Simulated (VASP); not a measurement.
# Mo (Im-3m) in VASP: further runs, part 2 of 2

VASP 6.6.1. The steps go on from the part before.

## (3) Relaxation of cell and atoms, PBEsol

This run uses another cell than the first one, of 15.35 Å³/atom, 0.985 times its volume.

The input, INCAR:

```
SYSTEM = Mo
PREC = Accurate
ENCUT = 520
EDIFF = 1E-7
ISMEAR = 0
SIGMA = 0.1
LREAL = .False.
LASPH = .True.
NELM = 100
ALGO = Fast
ISIF = 3
LWAVE = .False.
LCHARG = .False.
GGA = PS
IBRION = 2
NSW = 80
EDIFFG = -0.002
```

The input, KPOINTS:

```
regular mesh
0
Gamma
  18 18 18
  0 0 0
```

The input, POSCAR:

```
Mo                                      
1.0
   -1.5656309606      1.5656309606      1.5656309606
    1.5656309606     -1.5656309606      1.5656309606
    1.5656309606      1.5656309606     -1.5656309606
  Mo            
     1
Direct
     0.0000000000000000    0.0000000000000000    1.0000000000000000
```

Potentials or basis: VASP PAW PBE potentials, release 64 (Mo_sv).

Launch:

```
$ cat potpaw_PBE.64/Mo_sv/POTCAR > POTCAR
$ mpirun -np 1 vasp_std > vasp.out
```

Run time: 21 s. Hardware: 1 thread of Intel Xeon 6975P-C (Granite Rapids), shared host; peak memory 0.15 GiB.

The run converged. Its results:

* Free energy: -11.7781 eV
* Relaxed volume: 15.35 Å³/atom
* Relaxed cell: a = 2.712 Å, b = 2.712 Å, c = 2.712 Å, α = 109.47°, β = 109.47°, γ = 109.47°
* Space group after relaxing (to 0.05 Å): Im-3m (No. 229)
* Energy gained by relaxing: 0.0 meV/atom
* Ionic steps: 3
* Pressure after relaxing: 0.0 GPa
* Band gap on the k mesh: none (metal or under the smearing width)

Final structure:
```xyz
1
Lattice="-1.5657 1.5657 1.5657 1.5657 -1.5657 1.5657 1.5657 1.5657 -1.5657" Properties=species:S:1:pos:R:3 pbc="T T T"
Mo    0.0000    0.0000    0.0000
```

Levels at points of the mesh, in eV from the Fermi level:
| k point | band 5 | band 6 | band 7 | band 8 | band 9 | band 10 |
| --- | --- | --- | --- | --- | --- | --- |
| (0.00, 0.00, 0.00) | -7.36 | -1.42 | -1.42 | -1.42 | 1.66 | 1.66 |
| (0.50, 0.00, 0.00) | -5.48 | -3.52 | 1.66 | 1.71 | 2.35 | 4.89 |
| (0.50, 0.50, 0.50) | -5.63 | -5.63 | 4.10 | 4.10 | 4.10 | 9.14 |

Caveat: the PAW data sets were made with another functional, which shifts forces and pressure a little.

## (4) Single point, PBEsol

This run uses another cell than the first one, of 15.35 Å³/atom, 0.985 times its volume.

INCAR: that of step 3 with these lines changed.

```diff
@@ -10,3 +10,3 @@
 ALGO = Fast
-ISIF = 3
+ISIF = 2
 LWAVE = .False.
@@ -14,4 +14,2 @@
 GGA = PS
-IBRION = 2
-NSW = 80
-EDIFFG = -0.002
+NBANDS = 13
```

KPOINTS is that of step 3.

The input, POSCAR:

```
Mo                                      
1.0
   -1.5656836062      1.5656836062      1.5656836062
    1.5656836062     -1.5656836062      1.5656836062
    1.5656836062      1.5656836062     -1.5656836062
  Mo            
     1
Direct
     0.0000000000000000    0.0000000000000000    0.0000000000000000
```

Potentials or basis: VASP PAW PBE potentials, release 64 (Mo_sv).

Launch:

```
$ cat potpaw_PBE.64/Mo_sv/POTCAR > POTCAR
$ mpirun -np 1 vasp_std > vasp.out
```

OUTCAR:

```text
SYSTEM = Mo
   PREC = Accurate
   ENCUT = 520
   EDIFF = 1E-7
   ISMEAR = 0
   LREAL = .False.
   LASPH = .True.
   NELM = 100
   ISIF = 2
   GGA = PS

 ion  position               nearest neighbor table
   1  0.000  0.000  0.000-

  LATTYP: Found a body centered cubic cell.
 ALAT       =     3.1313672124

  Lattice vectors:

 A1 = (  -1.5656836062,   1.5656836062,   1.5656836062)
 A2 = (   1.5656836062,  -1.5656836062,   1.5656836062)
 A3 = (   1.5656836062,   1.5656836062,  -1.5656836062)
[... 564 lines left out ...]
     13      29.9552      0.00000

 [... further k-points ...]

------------------------ aborting loop because EDIFF is reached ----------------------------------------

  FORCE on cell =-STRESS in cart. coord.  units (eV):
  Direction    XX          YY          ZZ          XY          YZ          ZX
  --------------------------------------------------------------------------------------
  -------------------------------------------------------------------------------------
  Total        0.0017770      0.0017770      0.0017770      0.0000000      0.0000000      0.0000000
  in kB        0.1854448      0.1854448      0.1854448      0.0000000      0.0000000      0.0000000
  external PRESSURE =       0.1854448 kB  Pullay stress =       0.0000000 kB

 VOLUME and BASIS-vectors are now :
 -----------------------------------------------------------------------------
  energy-cutoff  :      520.00
  volume of cell :       15.35
      direct lattice vectors                 reciprocal lattice vectors
    -1.565683606  1.565683606  1.565683606     0.000000000  0.319349323  0.319349323
     1.565683606 -1.565683606  1.565683606     0.319349323  0.000000000  0.319349323
     1.565683606  1.565683606 -1.565683606     0.319349323  0.319349323  0.000000000

 POSITION                                       TOTAL-FORCE (eV/Angst)
 -----------------------------------------------------------------------------------
      0.00000      0.00000      0.00000        -0.000000     -0.000000     -0.000000
 -----------------------------------------------------------------------------------
    total drift:                                0.000000      0.000000      0.000000

  FREE ENERGIE OF THE ION-ELECTRON SYSTEM (eV)
  ---------------------------------------------------
  free  energy   TOTEN  =       -11.7780557481 eV

  energy  without entropy=      -11.7757230788  energy(sigma->0) =      -11.77688941
```

OSZICAR:

```text
N       E                     dE             d eps       ncg     rms          rms(c)
DAV:   1     0.916517321725E+02    0.91652E+02   -0.80816E+03  5120   0.111E+03
DAV:   2    -0.113727177830E+02   -0.10302E+03   -0.99132E+02  5870   0.311E+02
DAV:   3    -0.125267118170E+02   -0.11540E+01   -0.11510E+01  5655   0.329E+01
DAV:   4    -0.125292859448E+02   -0.25741E-02   -0.25741E-02  5770   0.189E+00
DAV:   5    -0.125293021277E+02   -0.16183E-04   -0.16184E-04  5660   0.132E-01    0.165E+01
RMM:   6    -0.118764394722E+02    0.65286E+00   -0.74300E-01  5091   0.798E+00    0.484E+00
RMM:   7    -0.117829327832E+02    0.93507E-01   -0.21357E-01  5197   0.418E+00    0.110E+00
RMM:   8    -0.117782181508E+02    0.47146E-02   -0.10600E-02  5616   0.115E+00    0.121E-01
RMM:   9    -0.117780638109E+02    0.15434E-03   -0.10805E-03  5635   0.335E-01    0.542E-02
RMM:  10    -0.117780567383E+02    0.70726E-05   -0.16086E-04  5780   0.137E-01    0.134E-02
RMM:  11    -0.117780553018E+02    0.14365E-05   -0.20032E-05  5771   0.486E-02    0.324E-03
RMM:  12    -0.117780557939E+02   -0.49208E-06   -0.46301E-06  5433   0.195E-02    0.129E-03
RMM:  13    -0.117780557481E+02    0.45721E-07   -0.70925E-07  4370   0.762E-03
   1 F= -.11778056E+02 E0= -.11776889E+02  d E =-.233267E-02
```

stdout:

```text
POSCAR found type information on POSCAR Mo
 POSCAR found :  1 types and       1 ions
 scaLAPACK will be used
 -----------------------------------------------------------------------------
|                                                                             |
|                                                                             |
|     You enforced a specific xc type in the INCAR file but a different       |
|     I HOPE YOU KNOW WHAT YOU ARE DOING!                                     |
|                                                                             |
 -----------------------------------------------------------------------------

 LDA part: xc-table for (Slater+PW92), standard interpolation
 POSCAR, INCAR and KPOINTS ok, starting setup
 FFT: planning ... GRIDC
 FFT: planning ... GRID_SOFT
 FFT: planning ... GRID
 WAVECAR not read
 entering main loop
```

Run time: 12 s. Hardware: 1 thread of Intel Xeon 6975P-C (Granite Rapids), shared host; peak memory 0.15 GiB.

Results:

| Item | Value |
| --- | --- |
| Free energy | -11.7781 eV |
| Pressure | 0.0 GPa |
| Band gap on the k mesh | none (metal or under the smearing width) |

Levels at points of the mesh, in eV from the Fermi level:
```tsv
k point	band 3	band 4	band 5	band 6	band 7	band 8	band 9	band 10	band 11	band 12
(0.00, 0.00, 0.00)	-34.46	-34.46	-7.36	-1.42	-1.42	-1.42	1.66	1.66	14.82	14.82
(0.50, 0.00, 0.00)	-34.93	-34.47	-5.48	-3.52	1.66	1.71	2.35	4.89	11.90	11.95
(0.50, 0.50, 0.50)	-35.49	-35.49	-5.63	-5.63	4.10	4.10	4.10	9.14	9.14	9.14
```

Caveat: the PAW data sets were made with another functional, which shifts forces and pressure a little.

## (5) Single point, PBEsol (a relaxed cell with its volume scaled by 0.97)

INCAR is that of step 4.

KPOINTS is that of step 4.

The input, POSCAR:

```
Mo                                      
1.0
   -1.5498675389      1.5498675389      1.5498675389
    1.5498675389     -1.5498675389      1.5498675389
    1.5498675389      1.5498675389     -1.5498675389
  Mo            
     1
Direct
     0.0000000000000000    0.0000000000000000    0.0000000000000000
```

Launch:

```
$ cat potpaw_PBE.64/Mo_sv/POTCAR > POTCAR
$ mpirun -np 1 vasp_std > vasp.out
```

It took 13 s on 1 thread of Intel Xeon 6975P-C (Granite Rapids), shared host; peak memory 0.15 GiB.

Results (log left out):

| Item | Value |
| --- | --- |
| Free energy | -11.7650 eV |
| Pressure | 9.3 GPa |
| Band gap on the k mesh | none (metal or under the smearing width) |

Levels at points of the mesh, in eV from the Fermi level:
```tsv
k point	band 4	band 5	band 6	band 7	band 8	band 9	band 10	band 11
(0.00, 0.00, 0.00)	-34.40	-7.47	-1.49	-1.49	-1.49	1.71	1.71	14.85
(0.50, 0.00, 0.00)	-34.42	-5.68	-3.68	1.77	1.78	2.44	5.10	12.00
(0.50, 0.50, 0.50)	-35.52	-5.88	-5.88	4.27	4.27	4.27	9.38	9.38
```

Caveat: the PAW data sets were made with another functional, which shifts forces and pressure a little.

## (6) Single point, PBEsol (a relaxed cell with its volume scaled by 1.03)

INCAR is that of step 5.

KPOINTS is that of step 5.

The input, POSCAR:

```
Mo                                      
1.0
   -1.5811864323      1.5811864323      1.5811864323
    1.5811864323     -1.5811864323      1.5811864323
    1.5811864323      1.5811864323     -1.5811864323
  Mo            
     1
Direct
     0.0000000000000000    0.0000000000000000    0.0000000000000000
```

Potentials or basis: VASP PAW PBE potentials, release 64 (Mo_sv).

Launch:

```
$ cat potpaw_PBE.64/Mo_sv/POTCAR > POTCAR
$ mpirun -np 1 vasp_std > vasp.out
```

It took 12 s on 1 thread of Intel Xeon 6975P-C (Granite Rapids), shared host; peak memory 0.15 GiB.

Results (log left out):

```
Free energy            : -11.7667 eV
Pressure               : -7.8 GPa
Band gap on the k mesh : none (metal or under the smearing width)
```

Levels at points of the mesh, in eV from the Fermi level:
```
           k point  band 3  band 4  band 5  band 6  band 7  band 8  band 9  band 10  band 11  band 12
(0.00, 0.00, 0.00)  -34.52  -34.52   -7.26   -1.36   -1.36   -1.36    1.62     1.62    14.78    14.78
(0.50, 0.00, 0.00)  -34.95  -34.53   -5.29   -3.37    1.55    1.64    2.26     4.69    11.44    11.90
(0.50, 0.50, 0.50)  -35.46  -35.46   -5.39   -5.39    3.93    3.93    3.93     8.92     8.92     8.92
```

Caveat: the PAW data sets were made with another functional, which shifts forces and pressure a little.

## (7) Summary

| task | cell | gap on the mesh (eV) | pressure (GPa) |
| --- | --- | --- | --- |
| relaxation of cell and atoms | relaxed | none | 0.0 |
| single point | as given | none | 0.0 |
| single point | a relaxed cell with its volume scaled by 0.97 | none | 9.3 |
| single point | a relaxed cell with its volume scaled by 1.03 | none | -7.8 |

Alike in all rows: level PBEsol; potentials or basis VASP PAW PBE potentials, release 64 (Mo_sv); no spin polarisation; k mesh 18 × 18 × 18; cutoff (eV) 520; smearing gaussian 0.1 eV.

Caveats: the PAW data sets were made with another functional, which shifts forces and pressure a little.

Absolute energies hang on the potentials; compare differences alone.
